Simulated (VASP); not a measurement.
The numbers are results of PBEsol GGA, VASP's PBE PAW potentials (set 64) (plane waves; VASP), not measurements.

A VASP calculation is set up with these files.

POSCAR:
```
TiC
1
    0.0000000000     2.1036918922     2.1036918922
    2.1036918922     0.0000000000     2.1036918922
    2.1036918922     2.1036918922     0.0000000000
Ti C
1 1
Direct
  0.0000000000   0.0000000000   0.0000000000
  0.5000000000   0.5000000000   0.5000000000
```

KPOINTS:
```
Automatic mesh
0
Gamma
15 15 15
0 0 0
```

### INCAR
```
# general
SYSTEM   =  TiC
PREC     =  Accurate
ENCUT    =  520
LREAL    =  F
LASPH    =  T

# electronic loop
EDIFF    =  1E-7
NELM     =  100
ALGO     =  Normal
LMAXMIX  =  4

# smearing
ISMEAR   =  1
SIGMA    =  0.1

# functional
GGA      =  PS

# ions
ISIF     =  2

# output
LWAVE    =  F
LCHARG   =  F
```

POTCAR, in this order: Ti_sv C (PBE.64 set). Program: vasp_std.

Output

OUTCAR:
```
 ion  position               nearest neighbor table
   1  0.000  0.000  0.000-   2 2.10   2 2.10   2 2.10   2 2.10   2 2.10   2 2.10
   2  0.500  0.500  0.500-   1 2.10   1 2.10   1 2.10   1 2.10   1 2.10   1 2.10
  LATTYP: Found a face centered cubic cell.
 ALAT       =     4.2073837844
 Subroutine PRICEL returns:
 Original cell was already a primitive cell.
 Subroutine GETGRP returns: Found 48 space group operations
The static configuration has the point symmetry O_h .
The dynamic configuration has the point symmetry O_h .
 Subroutine INISYM returns: Found 48 space group operations
 Subroutine IBZKPT returns following result:
 Found    120 irreducible k-points:

 Following reciprocal coordinates:
            Coordinates               Weight
  0.000000  0.000000  0.000000      1.000000
  0.066667  0.000000  0.000000      8.000000
  0.133333  0.000000  0.000000      8.000000
  0.200000  0.000000  0.000000      8.000000
  0.266667  0.000000  0.000000      8.000000
  0.333333  0.000000  0.000000      8.000000
  0.400000  0.000000  0.000000      8.000000
  0.466667  0.000000  0.000000      8.000000
  0.066667  0.066667  0.000000      6.000000
...
```

File OSZICAR:
```
       N       E                     dE             d eps       ncg     rms          rms(c)
DAV:   1     0.119269609907E+03    0.11927E+03   -0.85261E+03  2884   0.163E+03
DAV:   2    -0.153162323381E+02   -0.13459E+03   -0.12820E+03  2964   0.385E+02
DAV:   3    -0.244688648190E+02   -0.91526E+01   -0.88069E+01  3756   0.967E+01
DAV:   4    -0.249143716832E+02   -0.44551E+00   -0.44470E+00  3760   0.202E+01
DAV:   5    -0.249282415158E+02   -0.13870E-01   -0.13868E-01  3844   0.315E+00    0.211E+01
DAV:   6    -0.201480992261E+02    0.47801E+01   -0.27081E+01  3356   0.707E+01    0.656E+00
DAV:   7    -0.197534780760E+02    0.39462E+00   -0.32304E+00  3256   0.246E+01    0.574E+00
DAV:   8    -0.197343948476E+02    0.19083E-01   -0.25100E-01  3056   0.741E+00    0.122E+00
DAV:   9    -0.197401230567E+02   -0.57282E-02   -0.34031E-02  3800   0.177E+00    0.963E-01
DAV:  10    -0.197363478755E+02    0.37752E-02   -0.18041E-02  3136   0.222E+00    0.200E-01
DAV:  11    -0.197362343632E+02    0.11351E-03   -0.62749E-04  3336   0.277E-01    0.310E-02
DAV:  12    -0.197362146409E+02    0.19722E-04   -0.51968E-05  3116   0.121E-01    0.316E-02
DAV:  13    -0.197362122117E+02    0.24292E-05   -0.11321E-05  3180   0.510E-02    0.407E-03
DAV:  14    -0.197362124149E+02   -0.20319E-06   -0.24336E-07  3308   0.578E-03    0.295E-03
DAV:  15    -0.197362124962E+02   -0.81265E-07   -0.11343E-07  1780   0.618E-03
   1 F= -.19736212E+02 E0= -.19736219E+02  d E =0.181842E-04
```

OUTCAR:
```
------------------------ aborting loop because EDIFF is reached ----------------------------------------
  FORCE on cell =-STRESS in cart. coord.  units (eV):
  Direction    XX          YY          ZZ          XY          YZ          ZX
  --------------------------------------------------------------------------------------
  Total        2.1448344      2.1448344      2.1448344     -0.0000000     -0.0000000     -0.0000000
  in kB      184.5559079    184.5559079    184.5559079     -0.0000000     -0.0000000     -0.0000000
  external PRESSURE =     184.5559079 kB  Pullay stress =       0.0000000 kB
  volume of cell :       18.62
      direct lattice vectors                 reciprocal lattice vectors
     0.000000000  2.103691892  2.103691892    -0.237677391  0.237677391  0.237677391
     2.103691892  0.000000000  2.103691892     0.237677391 -0.237677391  0.237677391
     2.103691892  2.103691892  0.000000000     0.237677391  0.237677391 -0.237677391
 POSITION                                       TOTAL-FORCE (eV/Angst)
 -----------------------------------------------------------------------------------
      0.00000      0.00000      0.00000        -0.000000     -0.000000     -0.000000
      2.10369      2.10369      2.10369         0.000000      0.000000      0.000000
 -----------------------------------------------------------------------------------
    total drift:                                0.000000     -0.000000     -0.000000
  FREE ENERGIE OF THE ION-ELECTRON SYSTEM (eV)
  ---------------------------------------------------
  free  energy   TOTEN  =       -19.7362124962 eV

  energy  without entropy=      -19.7362306804  energy(sigma->0) =      -19.73621856
```
(Selected blocks of OUTCAR.)

The compound is TiC in the rock salt structure. This cell is one point of a volume scan, at 0.94 of the reference volume.
